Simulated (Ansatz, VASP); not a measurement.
**SnO in two plane-wave programs**

Wanted: the spread between two codes on one cell, functional and k mesh. The cell is taken from a series of runs on this material, whose earlier steps may have relaxed, scaled, displaced or heated it; both programs get it as it stands. Valence electrons are named where the data sets of a main pair hold unlike numbers.

Program: Ansatz 0.2.0. Level of theory: plane waves, with VASP 6.6.1 beside it; single point at r2SCAN. Results are calculated unless marked as measured.

### Step 1. The starting structure

The cell holds 4 atoms: 2 Sn and 2 O. Its edges and angles: a = 4.222 Å, b = 3.355 Å, c = 17.632 Å, α = 90.0°, β = 90.0°, γ = 90.0°. It derives from SnO. As first built, before any earlier steps moved the atoms (in the runner's words): kind sheets cut from a layered crystal; sheets 1. Vacuum lies along c.

### Step 2. VASP: single point, r2SCAN

A single point gives forces, pressure and levels at one fixed geometry, so differences don't come from the geometry; what else differs is listed under the comparison.

Lines of VASP's logs that name or quote its potential files are left out, and so is its time.

INCAR reads:

```
SYSTEM = SnO
PREC = Accurate
ENCUT = 670
EDIFF = 1E-06
NELM = 100
ISMEAR = 0
SIGMA = 0.05
LREAL = .FALSE.
ALGO = Normal
METAGGA = R2SCAN
LASPH = .TRUE.
NBANDS = 26
LORBIT = 11
LWAVE = .FALSE.
LCHARG = .FALSE.
KPAR = 2
ISIF = 0
LDIPOL = .TRUE.
IDIPOL = 3
DIPOL = 0.5 0.5 0.5
LVHAR = .TRUE.
```

POSCAR reads:

```
SnO
1.0
    4.2219700000      0.0000000000      0.0000000000
    0.0000000000      3.3550050000      0.0000000000
    0.0000000000      0.0000000000     17.6317515700
Sn O
2 2
Direct
    0.5041388200      0.0000000000      0.5734611000
    0.0041388200      0.5000000000      0.4265389000
    0.2458621800      0.5000000000      0.5312011300
    0.7458621800      0.0000000000      0.4687988700
```

KPOINTS reads:

```
Automatic mesh
0
Gamma
6 7 1
0 0 0
```

PAW data sets: Sn_d_GW and O_GW (PBE family, release 64).

On the command line:

```sh
$ mpirun -np 2 vasp_std
```

Numbers of over 12 decimals in the logs are rounded to 6 here.

Log:

```text
[banner, memory and clock lines left out]
running    2 mpi-ranks, on    1 nodes
 distrk:  each k-point on    1 cores,    2 groups
 distr:  one band on    1 cores,    1 groups

 POSCAR found type information on POSCAR SnO
 POSCAR found :  2 types and       4 ions
|                                                                             |
|               ----> ADVICE to this user running VASP <----                  |
|                                                                             |
|     You enforced a specific xc type in the INCAR file but a different       |
|     [... a line on the potential file left out ...]
|     I HOPE YOU KNOW WHAT YOU ARE DOING!                                     |
|                                                                             |

 LDA part: xc-table for (None), standard interpolation
 POSCAR, INCAR and KPOINTS ok, starting setup
 FFT: planning ... GRIDC
 FFT: planning ... GRID_SOFT
 FFT: planning ... GRID
 WAVECAR not read
 entering main loop
       N       E                     dE             d eps       ncg     rms          rms(c)
DAV:   1     0.475299586124E+03    0.47530E+03   -0.17874E+04  1110   0.760E+03
DAV:   2     0.785441435984E+02   -0.39676E+03   -0.38315E+03  1546   0.143E+03
DAV:   3    -0.592871829382E+02   -0.13783E+03   -0.13514E+03  1558   0.428E+02
DAV:   4    -0.790305992262E+02   -0.19743E+02   -0.19619E+02  1644   0.153E+02
DAV:   5    -0.798266411609E+02   -0.79604E+00   -0.79267E+00  1504   0.309E+01    0.142E+01
DAV:   6    -0.661315340958E+02    0.13695E+02   -0.13837E+01  1536   0.244E+02    0.517E+00
DAV:   7    -0.666000273246E+02   -0.46849E+00   -0.35054E+00  1536   0.239E+01    0.556E+00
DAV:   8    -0.666674176335E+02   -0.67390E-01   -0.19869E-01  1560   0.143E+01    0.686E+00
DAV:   9    -0.666734621638E+02   -0.60445E-02   -0.24151E-01  1504   0.210E+01    0.170E+00
DAV:  10    -0.666220010422E+02    0.51461E-01   -0.19262E-01  1648   0.112E+01    0.489E-01
DAV:  11    -0.666233163576E+02   -0.13153E-02   -0.31580E-02  1560   0.294E+00    0.161E-01
DAV:  12    -0.666257069968E+02   -0.23906E-02   -0.44585E-03  1504   0.244E+00    0.189E-01
DAV:  13    -0.666263947525E+02   -0.68776E-03   -0.17417E-03  1528   0.543E-01    0.744E-02
DAV:  14    -0.666270896546E+02   -0.69490E-03   -0.47023E-04  1376   0.106E+00    0.549E-02
[...]
DAV:  18    -0.666276984362E+02   -0.63774E-04   -0.14642E-05   904   0.505E-02    0.156E-02
DAV:  19    -0.666278006103E+02   -0.10217E-03   -0.59714E-05  1078   0.185E-01    0.835E-03
DAV:  20    -0.666278126829E+02   -0.12073E-04   -0.11192E-05  1104   0.576E-02    0.671E-03
DAV:  21    -0.666278291962E+02   -0.16513E-04   -0.41120E-06   728   0.716E-02    0.236E-03
DAV:  22    -0.666278339848E+02   -0.47886E-05   -0.17501E-06   872   0.299E-02    0.532E-04
DAV:  23    -0.666278355875E+02   -0.16027E-05   -0.47634E-07   768   0.307E-02    0.139E-03
DAV:  24    -0.666278368463E+02   -0.12588E-05   -0.30387E-07   734   0.241E-02    0.912E-04
DAV:  25    -0.666278368421E+02    0.41819E-08   -0.23364E-07   768   0.164E-02
   1 F= -.66627837E+02 E0= -.66627837E+02  d E =-.385160E-13
```

Parts of OUTCAR (step 2):

```text
ion  position               nearest neighbor table
   1  0.504  0.000  0.573-   4 2.11   3 2.14   3 2.14
   2  0.004  0.500  0.427-   3 2.11   4 2.14   4 2.14
   3  0.246  0.500  0.531-   2 2.11   1 2.14   1 2.14
   4  0.746  0.000  0.469-   1 2.11   2 2.14   2 2.14

  LATTYP: Found a simple orthorhombic cell.
 ALAT       =     3.3550050000
 B/A-ratio  =     1.2584094510
 C/A-ratio  =     5.2553577625

 Subroutine GETGRP returns: Found  4 space group operations
 (whereof  2 operations were pure point group operations)

The static configuration has the point symmetry C_1h.
 The point group associated with its full space group is C_2v.

 Found     16 irreducible k-points:

   k-points           NKPTS =     16   k-points in BZ     NKDIM =     16   number of bands    NBANDS=     26

   dimension x,y,z NGX =    36 NGY =   28 NGZ =  150
   dimension x,y,z NGXF=    72 NGYF=   56 NGZF=  300

   ENCUT  =  670.0 eV  49.24 Ry    7.02 a.u.   8.91  7.08 37.21*2*pi/ulx,y,z

   NELECT =      40.0000    total number of electrons

 k-points in reciprocal lattice and weights: Automatic mesh
   0.00000000  0.00000000  0.00000000       0.024
   0.16666667  0.00000000  0.00000000       0.048
   0.33333333  0.00000000  0.00000000       0.048
   0.50000000  0.00000000  0.00000000       0.024
   0.00000000  0.14285714  0.00000000       0.048
   0.16666667  0.14285714  0.00000000       0.095
   0.33333333  0.14285714  0.00000000       0.095
   0.50000000  0.14285714  0.00000000       0.048
   0.00000000  0.28571429  0.00000000       0.048
[...]
0.33333333  0.42857143  0.00000000       0.095
   0.50000000  0.42857143  0.00000000       0.048

 dipolmoment           0.000000      0.000000     -0.000000 electrons x Angstroem

 average (electrostatic) potential at core
       1 -87.9559       2 -87.9559       3 -81.1257       4 -81.1257

 E-fermi :  -2.8287

 k-point     1 :       0.0000    0.0000    0.0000
  band No.  band energies     occupation
    ...
     16      -6.7010      2.00000
     17      -6.5495      2.00000
     18      -5.4067      2.00000
     19      -4.5201      2.00000
     20      -3.3686      2.00000
     21       0.8747      0.00000
     22       1.0349      0.00000
     23       2.3893      0.00000
     24       2.7446      0.00000
     25       3.0680      0.00000
    ...

 k-point     2 :       0.1667    0.0000    0.0000
  band No.  band energies     occupation
    ...
     16      -6.4092      2.00000
     17      -6.3961      2.00000
     18      -5.4885      2.00000
     19      -4.3772      2.00000
     20      -3.4622      2.00000
     21       0.6052      0.00000
     22       1.0983      0.00000
     23       1.9829      0.00000
     24       2.5442      0.00000
     25       3.1203      0.00000
    ...

 k-point     3 :       0.3333    0.0000    0.0000
  band No.  band energies     occupation
    ...
     16      -6.0201      2.00000
     17      -5.9454      2.00000
     18      -5.7179      2.00000
     19      -4.2204      2.00000
     20      -3.7607      2.00000
     21       0.1245      0.00000
     22       0.3945      0.00000
     23       2.1427      0.00000
     24       2.8934      0.00000
     25       3.7755      0.00000
    ...

  energy-cutoff  :      670.00
  volume of cell :      249.75
      direct lattice vectors                 reciprocal lattice vectors
     4.221970000  0.000000000  0.000000000     0.236856254  0.000000000  0.000000000
     0.000000000  3.355005000  0.000000000     0.000000000  0.298062149  0.000000000
     0.000000000  0.000000000 17.631751570     0.000000000  0.000000000  0.056715863

 POSITION                                       TOTAL-FORCE (eV/Angst)
 -----------------------------------------------------------------------------------
      2.12846      0.00000     10.11112        -0.000638      0.000000     -0.005929
      0.01747      1.67750      7.52063        -0.000638      0.000000      0.005929
      1.03802      1.67750      9.36601         0.000638      0.000000     -0.007885
      3.14901      0.00000      8.26575         0.000638      0.000000      0.007885
 -----------------------------------------------------------------------------------
    total drift:                                0.004400      0.000000      0.000004

  FREE ENERGIE OF THE ION-ELECTRON SYSTEM (eV)
  ---------------------------------------------------
  free  energy   TOTEN  =       -66.6278368421 eV

  energy  without entropy=      -66.6278368421  energy(sigma->0) =      -66.62783684

 vacuum level on the upper side and lower side of the slab         2.634         2.634

 total charge
# of ion       s       p       d       f       tot
--------------------------------------------------
    1        0.834   0.763  10.111   0.071  11.780
    2        0.834   0.763  10.111   0.071  11.780
    3        1.548   3.425   0.000   0.000   4.974
    4        1.548   3.425   0.000   0.000   4.974
--------------------------------------------------
tot          4.765   8.377  20.222   0.143  33.507

[... 3 further parts left out ...]
```

The gap is read on the k-mesh alone, so it is an upper bound where the band edges lie off the mesh.

### Step 3. Ansatz: single point, r2SCAN

Ansatz runs on its default PAW (the set named soft_2) files.

The same cell, functional, mesh and smearing now go to Ansatz, which takes its cutoff from its data sets.

input.yaml reads:

```yaml
crystal:
  lattice:
    - [4.22197, 0.0, 0.0]
    - [0.0, 3.355005, 0.0]
    - [0.0, 0.0, 17.63175157]
  atoms:
    - { symbol: Sn, position: [0.50413882, 0.0, 0.5734611] }
    - { symbol: Sn, position: [0.00413882, 0.5, 0.4265389] }
    - { symbol: O, position: [0.24586218, 0.5, 0.53120113] }
    - { symbol: O, position: [0.74586218, 0.0, 0.46879887] }
hamiltonian:
  xc: r2scan
  pseudopotentials: { kind: paw }
kpoints:
  mp_grid: { grid: [6, 7, 1] }
scf:
  occupations: { method: gaussian, width: 0.05 }
  n_extra_bands: 5
efield:
  axis: 3
  dipole_correction: true
  ramp_width: 0.04
output:
  forces: true
  eigenvalues: true
  write_density: true
  write_potential: true
  elf: true
  volumetric_format: npy
```

On the command line:

```sh
$ ansatz run input.yaml --threads 2 --pin off --max-ram 4608MiB --backend cpu --events-out ev --progress --plain --runs-dir out
```

Log:

```text
scf.n_extra_bands = 5 over 20 filled bands (N_el = 40.0): the run solves 25 bands
Engine: ansatz 0.2.0, aarch64-unknown-linux-gnu
Pseudopotentials: kind: paw
Pseudopotential: Sn, paw, valence charge 14, recommended cutoff 500 eV (meta_gga), Sn.paw.azcp
Pseudopotential: O, paw, valence charge 6, recommended cutoff 500 eV (meta_gga), O.paw.azcp
Functional definition: r2SCAN
  parameter k0 = 0.174
  parameter k1 = 0.065
  parameter a1 = 4.9479
  exchange = r2scan_x(k0 = k0, k1 = k1, a1 = a1)
  correlation = r2scan_c
Crystal: 4 atoms, lattice volume = 249.749 Å³
Basis set: ecut = 500 eV, 6339 PW (Γ), exchange–correlation on 128×100×540 points (64 copies of the dense FFT grid, shifted against one another)
Bands: 25, of which v1, the nominal top of the filled ones, is band 20 counted from 1 (19 counted from 0)
Symmetry: 2 space group operations
k-points: 16 of 42 (time reversal used)
Non-local potential: Sn, projectors of the file, l = 0: 2, l = 1: 2, l = 2: 2, l = 3: 2
Non-local potential: O, projectors of the file, l = 0: 2, l = 1: 2, l = 2: 1
PAW form: soft (Blöchl's): semilocal exchange-correlation on the pseudo side does not see the compensation charge
PAW frozen core: Sn, regenerated for the run's functional (the file was generated under x = pbe(κ = 0.804, μ = 0.219515), c = pbe(β = 0.066725))
PAW frozen core: O, regenerated for the run's functional (the file was generated under x = pbe(κ = 0.804, μ = 0.219515), c = pbe(β = 0.066725))
PAW one-centre angular grid: Sn, 590 points (default); XC on 249 of its mesh's 2787 points in the sphere
PAW one-centre angular grid: O, 302 points (default); XC on 160 Gauss nodes
Initial density: superposition of atomic densities (neutral atoms: chi_scale 0, normalization atom), corrected by the library's trained network
Initial wavefunctions: pseudopotential atomic-orbital guess
Functional: x = r2scan, c = r2scan; τ floored in thin density (d = 2e-4 eV/Å³)
SCF iter   1: F=—  HF=-13214.220769 eV  |F-HF|=—  |Δ(HF+E_count)|=         —  Δρ=3.78e-3  dr2=4.00e-2  dr2_τ=1.06e-1  ethr=1.77e-3  p=0.000 e·Å  D=8.90e-14 V/Å  ΔV_dip=-0.00 eV  dr2_dipole=1.06e-9  V_vac-E_F(+/−)=4.02/4.02 eV  ⟨swp⟩=7.0  Hψ=1995  notcnv=0
efield: sawtooth ramp at fractional position 0.9800 (placed from the atoms, in the widest stretch of the axis that holds none; the zero of the levels goes with the place), width 0.0400; the density the first Hamiltonian is built on has a dipole p = 0.000 e·Å; the dipole correction subtracts the counter field D = 8.90e-14 V/Å, which shifts the + side's vacuum level by -0.00 eV against the − side's; the planar-averaged density in the ramp window peaks in size at 2.0e-5 e/Å³
preconditioner: auto → Resta (q_TF=auto, 2.011 Å⁻¹)  ε∞=1.6  [insulator: Δε(μ)=3.037 eV  Ē_g=18.762 eV  σ=0.050 eV  W_gap=1.00  n_scr=34 (ndim 8)  ℏωp=14.9 eV  f_vac=0.646  D(μ)=0.00/eV (n_scr^D=0)  ε∞_Penn≈1.6  vacuum switching on, ρ_ref=2.6e-2 e/Å³]
SCF iter   2: F=—  HF=-13214.277001 eV  |F-HF|=—  |Δ(HF+E_count)|=   5.62e-2  Δρ=2.10e-3  dr2=7.72e-3  dr2_τ=3.52e-4  ethr=1.00e-4  p=0.000 e·Å  D=1.20e-5 V/Å  ΔV_dip=-0.00 eV  dr2_dipole=2.27e-9  V_vac-E_F(+/−)=4.15/4.15 eV  ⟨swp⟩=3.1  Hψ=946  notcnv=0  defer=16
SCF iter   3: F=—  HF=-13214.278852 eV  |F-HF|=—  |Δ(HF+E_count)|=   1.85e-3  Δρ=1.21e-3  dr2=3.43e-3  dr2_τ=3.33e-4  ethr=1.93e-5  p=-0.000 e·Å  D=-2.63e-5 V/Å  ΔV_dip=0.00 eV  dr2_dipole=1.22e-8  V_vac-E_F(+/−)=4.17/4.17 eV  ⟨swp⟩=2.7  Hψ=611  notcnv=0  defer=16
SCF iter   4: F=—  HF=-13214.278269 eV  |F-HF|=—  |Δ(HF+E_count)|=   5.83e-4  Δρ=3.11e-4  dr2=2.72e-4  dr2_τ=4.88e-5  ethr=8.56e-6  p=0.000 e·Å  D=7.82e-6 V/Å  ΔV_dip=-0.00 eV  dr2_dipole=1.15e-9  V_vac-E_F(+/−)=4.21/4.21 eV  ⟨swp⟩=2.3  Hψ=603  notcnv=0  defer=16
SCF iter   5: F=—  HF=-13214.278287 eV  |F-HF|=—  |Δ(HF+E_count)|=   1.83e-5  Δρ=5.60e-5  dr2=6.07e-6  dr2_τ=3.95e-7  ethr=6.79e-7  p=-0.000 e·Å  D=-7.59e-7 V/Å  ΔV_dip=0.00 eV  dr2_dipole=5.24e-12  V_vac-E_F(+/−)=4.20/4.20 eV  ⟨swp⟩=2.1  Hψ=562  notcnv=0  defer=16
SCF iter   6: F=—  HF=-13214.278277 eV  |F-HF|=—  |Δ(HF+E_count)|=   1.05e-5  Δρ=2.26e-5  dr2=1.13e-6  dr2_τ=8.14e-8  ethr=1.52e-8  p=0.000 e·Å  D=3.00e-6 V/Å  ΔV_dip=-0.00 eV  dr2_dipole=1.96e-10  V_vac-E_F(+/−)=4.20/4.20 eV  ⟨swp⟩=3.0  Hψ=870  notcnv=0  defer=16
SCF iter   7: F=-13214.278277 eV  HF=-13214.278277 eV  |F-HF|=9.59e-9  |Δ(HF+E_count)|=   2.33e-7  Δρ=4.40e-6  dr2=3.59e-8  dr2_τ=3.10e-9  ethr=2.50e-10  p=-0.000 e·Å  D=-3.38e-6 V/Å  ΔV_dip=0.00 eV  dr2_dipole=2.35e-10  V_vac-E_F(+/−)=4.20/4.20 eV  ⟨swp⟩=17.0  Hψ=3596  notcnv=0
SCF 1 converged in 7 iterations: F = -13214.278277 eV  dr2 = 3.59e-8
  greatest PAW one-centre occupation: 0.993 electrons in one spin orbital (limit 2), on the Sn atom at site 0 (counted from 0), in its partial waves of l = 2
WARN: The output density's exchange-correlation potential varies sharply where the density is thin. Do not read a vacuum level from v_tot or v_xc, or from such a field of the output density. On a cell that repeats whose density bears no net charge and no dipole along the vacuum's axis use v_es (v_loc + v_h of the components); under efield.dipole_correction with no amplitude use v_es + v_field, which holds any externa [...]
SCF converged after 7 iterations
Free energy (F): -13214.278277 eV
Harris-Foulkes:  -13214.278277 eV  (|F-HF|=9.59e-9)
Internal energy: -13214.278277 eV  (E = F + TS)
E sigma→0 (E₀):  -13214.278277 eV
Fermi energy:    -0.262031 eV
Dipole field:    D = 0.000015 V/Å  (p = 0.000021 e·Å, saw-weighted, corrected)
Work function:   Φ+ = 4.2031 eV   Φ− = 4.2033 eV
Levels:          The Fermi level and band energies are counted from a zero that moves with the ramp; work functions are not
--- Per-component energies (eV) ---
  E_band       = -614.389116
  E_kinetic    = 723.784780
  E_local      = -20095.395710  (includes V_loc(G=0)·N_el)
  E_nonlocal   = 29.877157
  E_hartree    = 9959.966329
  E_xc         = -895.490315
  E_vxc        = -419.271917  (∫ρ·V_xc dr)
  E_paw        = -8638.002709  (= ΣΔE_a)
  E_vpaw       = -800.448096  (= ΣTr[D̂ρ^β])
  E_aug_tail   = 0.002001  (compensation charges beyond the density's cutoff)
  E_vtau       = 27.138172  (kinetic-family band-sum trace: ∫τ·v_τ [+ j·A + Jᵃ·Aᵃ] dr)
  E_efield     = 0.000000  (sawtooth field / dipole correction)
  E_vefield    = 0.000000  (∫n·V_field dr)
  E_ewald      = 5699.573433
  E_core_change = 1.406758  (= ΣΔE_core)
  E_smearing   = -0.000000  (= −TS)
  E_closure    = 0.000000  (closes the sum)
  Σ components = -13214.278277   (vs F -13214.278277, Δ=0.00e0)
--- Forces (eV/Å), atoms counted from 1 ---
  atom   1  Sn    -0.01119279     0.00000000    -0.04800648
  atom   2  Sn    -0.01118102     0.00000000     0.04807063
  atom   3  O      0.01117179     0.00000000    -0.00711114
  atom   4  O      0.01120369     0.00000000     0.00706862
  max |Σ_I F_I| component: 2.16e-5 eV/Å
--- Band table (eV; the first three rows and the last of 16) ---
  k-point 0: bands = [... 16 lower, -5.2524, -4.1063, -3.2241, -2.0711, 2.1705, 2.3419, 3.7128, 4.0432, ... 1 higher]
  k-point 1: bands = [... 16 lower, -5.0754, -3.9400, -3.2328, -2.0307, 2.6282, 2.6557, 3.9935, 4.2712, ... 1 higher]
  k-point 2: bands = [... 16 lower, -4.6840, -3.7802, -2.9774, -1.9480, 2.2318, 3.4183, 3.7271, 4.1008, ... 1 higher]
  k-point 15: bands = [... 16 lower, -4.3679, -4.3678, -1.8640, -1.8640, 2.3511, 2.3511, 2.8721, 2.8721, ... 1 higher]
```

Reading the cycles: dr2 is the Hartree energy of the density residual (eV), the measure of convergence; HF is the Harris–Foulkes estimate of the energy, which meets the free energy F at convergence.

### Step 4. Side by side

Known differences besides the potentials themselves: VASP keeps PBE cores, Ansatz makes them for the functional; the cutoff is 500 eV in Ansatz and 670 eV in VASP. Total energies have different zeros and are not compared.

Compared:

| quantity | Ansatz | VASP | difference |
| --- | --- | --- | --- |
| gap on the k mesh (eV) | 3.034 | 3.038 | -0.004 |

At this near-relaxed geometry the largest component of a force difference is 42 meV/Å. A gap on the mesh is an upper bound, since the band edges may lie between its points. With vacuum in the cell, a pressure given here is an average over mostly empty space and none of the material.

### Step 5. What the set-up changes

Further runs change the set-up of one program: Ansatz's method, potentials or start, or VASP's data sets, cutoff or form of LDA. The table gives Ansatz less VASP for each quantity, since a change that brings one quantity closer may part another.

| run | r.m.s. force difference (meV/Å) | gap on the k mesh (eV) |
| --- | --- | --- |
| as above | 18 | -0.0040 |
| VASP with the data sets Sn_d and O_h and a cutoff of 1230 eV | 54 | 0.021 |

### Step 6. What came out

```
r.m.s. force difference (single point, r2SCAN) : 18 meV/Å
```

**Reading.** The r.m.s. force difference is 18 meV/Å (single point, r2SCAN), beyond the 12 meV/Å picked in this series as the mark of a large difference. Single point, r2SCAN, VASP with the data sets Sn_d and O_h and a cutoff of 1230 eV: r.m.s. force difference goes from 18 to 54 meV/Å; the difference in gap on the k mesh goes from -0.0040 to 0.021 eV. Such differences can come from data sets, numerical settings and the points named under the comparisons, not from the functional's error against experiment.

[Lines on the potential files, build, host, timing and source positions are cut from VASP's logs without a mark.]

[Logs are printed without paths, hosts, clocks, repeated set-up lines and the standing remarks that a program may print on its own settings, such as how far it seeks lower states.]

[Hosts, paths, dates, database ids (printed as entryN), source tags and the programs' standing remarks are cut or masked in the printed files.]
